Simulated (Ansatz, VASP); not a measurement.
# Cross-check of LiMg between VASP and Ansatz, part 2 of 2

Aim: how closely do two programs agree when they are given the same cell, functional and k mesh? The cell is taken from a series of runs on this material, whose earlier steps may have relaxed, scaled, displaced or heated it; both programs get it as it stands.

VASP 6.6.1 and Ansatz 0.2.0.

So far: The starting structure; VASP: zone-centre phonons, PBEsol.

**3. Ansatz: zone-centre phonons, PBEsol**

Level of this step: Ansatz beside VASP: Kohn-Sham DFT, plane waves, PBEsol (Ansatz).

Ansatz runs on norm-conserving files, of PseudoDojo where its log says so.

The same cell, functional, mesh and smearing now go to Ansatz, which takes its cutoff from its data sets.

File input.yaml:

```yaml
crystal:
  lattice:
    - [1.5484913973, 0.8940219251, 5.0177826427]
    - [-1.5484913973, 0.8940219251, 5.0177826427]
    - [0.0, -1.7880438502, 5.0177826427]
  atoms:
    - { symbol: Li, position: [0.0, 0.0, 0.0] }
    - { symbol: Mg, position: [0.5, 0.5, 0.5] }
kpoints:
  mp_grid: { grid: [15, 15, 15] }
hamiltonian:
  xc: pbesol
  pseudopotentials: { kind: nc }
scf:
  occupations: { method: methfessel_paxton, width: 0.15 }
output:
  eigenvalues: true
phonons:
  method: dfpt
```

Launch:

```console
ansatz run input.yaml --threads 4 --pin off --max-ram 7168MiB --backend cpu --events-out ev --progress --plain --runs-dir out
```

Numbers of over 12 decimals in the logs are rounded to 6 here.

The program printed:

```text
Engine: ansatz 0.2.0, aarch64-unknown-linux-gnu
Pseudopotentials: kind: nc
Pseudopotential: Li, nc, valence charge 3, recommended cutoff 1006.821291 eV (normal), Li.nc.azcp (PseudoDojo's, or run here from an input of PseudoDojo's: the run reads no file of this project's for it)
Pseudopotential: Mg, nc, valence charge 10, recommended cutoff 1142.878222 eV (normal), Mg.nc.azcp (PseudoDojo's, or run here from an input of PseudoDojo's: the run reads no file of this project's for it)
Functional definition: PBEsol
  exchange = pbesol_x
  correlation = pbesol_c
Crystal: 2 atoms, lattice volume = 41.679 Å³
Basis set: ecut = 1142.878222 eV, 3663 PW (Γ), exchange–correlation on 120×120×120 points (8 copies of the dense FFT grid, shifted against one another)
Bands: 11, of which v1, the nominal top of the filled ones, is band 7 counted from 1 (6 counted from 0)
Symmetry: 12 space group operations
k-points: 904 of 3375 (irreducible under 2 space group operations, time reversal used)
Non-local potential: Li, projectors of the file, l = 0: 2, l = 1: 2
Non-local potential: Mg, projectors of the file, l = 0: 2, l = 1: 2
Initial density: superposition of atomic densities (chi_scale 0.1, normalization cell, long waves kept (reshape's long-wave potential 0.00 eV rms))
Initial wavefunctions: pseudopotential atomic-orbital guess
Functional: x = pbesol(κ = 0.804, μ = 0.123457), c = pbesol(β = 0.046)
SCF iter   1: F=—  HF=-1808.707347 eV  |F-HF|=—  |Δ(HF+E_count)|=         —  Δρ=1.77e-2  dr2=5.31e-1  ethr=3.10e-3  ⟨swp⟩=5.9  Hψ=69079  notcnv=0
preconditioner: auto → none  [metal: Δε(μ)=0.031 eV  Ē_g=7.347 eV  σ=0.150 eV  W_gap=0.17  n_scr=2 (ndim 8)  ℏωp=10.0 eV  f_vac=0.000  D(μ)=0.68/eV (n_scr^D=2)  sad-step TF]
SCF iter   2: F=—  HF=-1808.620730 eV  |F-HF|=—  |Δ(HF+E_count)|=   8.66e-2  S|Δr|=    0.00e0  Δρ=1.20e-2  dr2=2.55e-1  ethr=3.10e-3  ⟨swp⟩=1.0  Hψ=17178  notcnv=0
SCF iter   3: F=—  HF=-1808.538667 eV  |F-HF|=—  |Δ(HF+E_count)|=   8.21e-2  S|Δr|=    0.00e0  Δρ=2.25e-3  dr2=8.11e-3  ethr=1.96e-3  ⟨swp⟩=2.0  Hψ=14645  notcnv=0  defer=6
SCF iter   4: F=—  HF=-1808.536219 eV  |F-HF|=—  |Δ(HF+E_count)|=   2.45e-3  S|Δr|=    0.00e0  Δρ=4.42e-4  dr2=2.93e-5  ethr=6.24e-5  ⟨swp⟩=1.7  Hψ=12569  notcnv=0  defer=6
SCF iter   5: F=—  HF=-1808.536230 eV  |F-HF|=—  |Δ(HF+E_count)|=   1.18e-5  S|Δr|=    0.00e0  Δρ=9.87e-5  dr2=3.40e-6  ethr=2.25e-7  ⟨swp⟩=2.3  Hψ=13107  notcnv=0  defer=6
SCF iter   6: F=—  HF=-1808.536230 eV  |F-HF|=—  |Δ(HF+E_count)|=   7.94e-7  S|Δr|=    0.00e0  Δρ=1.29e-5  dr2=1.78e-8  ethr=2.61e-8  ⟨swp⟩=2.5  Hψ=15539  notcnv=0  defer=6
SCF iter   7: F=—  HF=-1808.536183 eV  |F-HF|=—  |Δ(HF+E_count)|=   4.70e-5  S|Δr|=    0.00e0  Δρ=2.94e-6  dr2=1.03e-9  ethr=1.37e-10  ⟨swp⟩=2.0  Hψ=15360  notcnv=0  defer=176
SCF iter   8: F=—  HF=-1808.536183 eV  |F-HF|=—  |Δ(HF+E_count)|=  3.15e-10  S|Δr|=    0.00e0  Δρ=7.05e-7  dr2=7.51e-11  ethr=7.96e-12  ⟨swp⟩=2.7  Hψ=15846  notcnv=0  defer=176
SCF iter   9: F=-1808.536183 eV  HF=-1808.536183 eV  |F-HF|=1.36e-12  |Δ(HF+E_count)|=  2.86e-11  S|Δr|=    0.00e0  Δρ=4.48e-8  dr2=2.23e-13  ethr=1.00e-12  ⟨swp⟩=8.0  Hψ=49644  notcnv=0
SCF 1 converged in 9 iterations: F = -1808.536183 eV  dr2 = 2.23e-13
DFPT response loops at Γ: preconditioner auto → Kerker (q_TF=auto, 2.247 Å⁻¹) (partly filled bands, converged f_vac=0.000); β = 1.00, the filter's whole step (`scf.mixing.beta` (0.50) is not read by the response loops under this deck's `scf.mixing.preconditioner`; to damp them name `kerker` or `kerker_dos`, under which they read `scf.mixing.beta`, and type it under 1.00, their step now; both keys bind the ground state too); Broyden in place of MSR1
SCF converged after 9 iterations
Stability not checked: this state was not tested for a lower state beside it, because cold or Methfessel-Paxton smearing, or corrected tetrahedra, fill the levels in a way that the test cannot read (fill_not_monotonic; see scf.lower_state_search)
Free energy (F): -1808.536183 eV
Harris-Foulkes:  -1808.536183 eV  (|F-HF|=1.36e-12)
Internal energy: -1808.536235 eV  (E = F + TS)
E sigma→0 (E₀):  -1808.536196 eV
Entropy (-TS):   0.000052 eV (0.026 meV/atom)
Fermi energy:    3.481504 eV
--- Per-component energies (eV) ---
  E_band       = -459.253403
  E_kinetic    = 1063.021635
  E_local      = -2006.314169  (includes V_loc(G=0)·N_el)
  E_nonlocal   = -616.076717
  E_hartree    = 716.955574
  E_xc         = -255.927166
  E_vxc        = -333.795282  (∫ρ·V_xc dr)
  E_ewald      = -710.195391
  E_smearing   = 0.000052  (= −TS)
  E_closure    = 0.000000  (closes the sum)
  Σ components = -1808.536183   (vs F -1808.536183, Δ=0.00e0)
--- Band table (eV; the first three rows and the last of 904) ---
  k-point 0: bands = [... 3 lower, -39.0425, -39.0425, -2.2563, 2.6709, 4.7027, 16.0285, 16.0285, 16.5423]
  k-point 1: bands = [... 3 lower, -39.0440, -39.0429, -2.1665, 2.7364, 4.7873, 14.6749, 15.4050, 16.0219]
  k-point 2: bands = [... 3 lower, -39.0482, -39.0439, -1.8977, 2.9326, 5.0366, 12.6281, 14.5984, 14.6466]
  k-point 903: bands = [... 3 lower, -39.0440, -39.0429, -1.6766, 0.5863, 9.5640, 11.1700, 14.2713, 14.7953]
--- Phonons (Γ-DFPT): 4 representative perturbations + reference, on 904 of 3375 k-points (Σ response iterations 15) ---
  k mesh reduced under 2 symmetry operations, with k and −k counted as one. Each operation leaves every solved perturbation unchanged. A smaller set is not used because it would not reduce the number of displacements times k-points to solve
  ASR residual: 5.139e-3 → 0.000e0 eV/Å²; symmetrization residual: 8.421e-6 eV/Å²
  ASR residual per site (eV/Å²): 2.19e-5 5.14e-3
  Γ frequencies (cm⁻¹): 0.00 0.00 0.00 155.74 155.74 321.62
  non-analytic LO–TO correction: not included (Born effective charges unavailable; polar crystals: no LO–TO splitting at Γ)
```

**4. Comparison**

Known differences besides the potentials themselves: the data sets hold 13 valence electrons in Ansatz (on norm-conserving files, of PseudoDojo where its log says so) and 5 in VASP; the cutoff is 1142.88 eV in Ansatz and 750 eV in VASP. Total energies have different zeros and are not compared.

The two programs side by side:

| quantity | Ansatz | VASP | difference |
| --- | --- | --- | --- |
| optical mode 1 to 2 (cm⁻¹) | 155.7 | 154.7 | +0.69 % |
| optical mode 3 (cm⁻¹) | 321.6 | 320.4 | +0.40 % |

Modes are paired by rising frequency, not by their patterns, so a pair may set unlike modes beside each other; they are those without the splitting of longitudinal modes.

**5. Summary of results**

```
r.m.s. difference of the optical zone-centre modes, each program's sorted by frequency (zone-centre phonons, PBEsol) : 1.1 cm⁻¹
difference in optical mode 1 to 2 (zone-centre phonons, PBEsol)                                                      : +0.7 %
```

In words: The r.m.s. difference of the optical zone-centre modes, each program's sorted by frequency is 1.1 cm⁻¹ (zone-centre phonons, PBEsol). The data sets hold unlike numbers of valence electrons (13 in Ansatz and 5 in VASP), so part of the differences comes from the potentials. Among the rows given in per cent, the largest difference of the zone-centre phonons, PBEsol pair is in optical mode 1 to 2, +0.7 %. How closely two codes agree says nothing of how well the functional describes the real material.

[Lines on the potential files, build, host, timing and source positions are cut from VASP's logs without a mark.]

[Logs are printed without paths, hosts, clocks, repeated set-up lines and the standing remarks that a program may print on its own settings, such as how far it seeks lower states.]

[Hosts, paths, dates, database ids (printed as entryN), source tags and the programs' standing remarks are cut or masked in the printed files.]
